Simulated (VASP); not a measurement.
Here is the system:

```
CELL_PARAMETERS angstrom
      0.00000     3.26388     3.26388
      3.26388     0.00000     3.26388
      3.26388     3.26388     0.00000
ATOMIC_POSITIONS crystal
  In 0.00000 0.00000 0.00000
  Sb 0.25000 0.25000 0.25000
```

Computed with r2SCAN+rVV10, VASP's PBE PAW potentials (set 64) (plane waves; VASP). Settings: 520 eV cut-off, 8×8×8 Γ-centred mesh, tetrahedra with Blöchl corrections, potentials In_d Sb.

Unless said otherwise, spin-orbit coupling is left out, though it shifts the bands of the heavy elements here.

Task: Tabulate the total density of states (states/eV per cell) against energy (eV; zero at the valence-band maximum or, without a gap, the Fermi level).

Result: 
(E (eV), DOS (states/eV)): (-9.96, 0.82); (-9.60, 1.61); (-9.24, 1.78); (-8.88, 0.01); (-8.64, 0.00); (-8.28, 0.00); (-7.92, 0.00); (-7.56, 0.00); (-7.20, 0.00); (-6.84, 0.00); (-6.48, 0.00); (-6.12, 0.00); (-5.88, 0.66); (-5.52, 2.13); (-5.16, 0.82); (-4.80, 0.53); (-4.44, 0.38); (-4.08, 0.26); (-3.72, 0.21); (-3.36, 0.17); (-3.12, 0.55); (-2.76, 1.52); (-2.40, 1.49); (-2.04, 2.06); (-1.68, 1.82); (-1.32, 1.70); (-0.96, 1.17); (-0.60, 0.51); (-0.36, 0.31); (0.00, 0.00); (0.36, 0.00); (0.72, 0.01); (1.08, 0.12); (1.44, 0.44); (1.80, 1.39); (2.16, 2.07); (2.40, 1.77); (2.76, 0.72); (3.12, 0.82); (3.48, 0.97)
Within 2 eV below the valence-band maximum the largest weight inside VASP's projection spheres is Sb p, then In p.

The compound is InSb in the zinc blende structure. It was relaxed first.
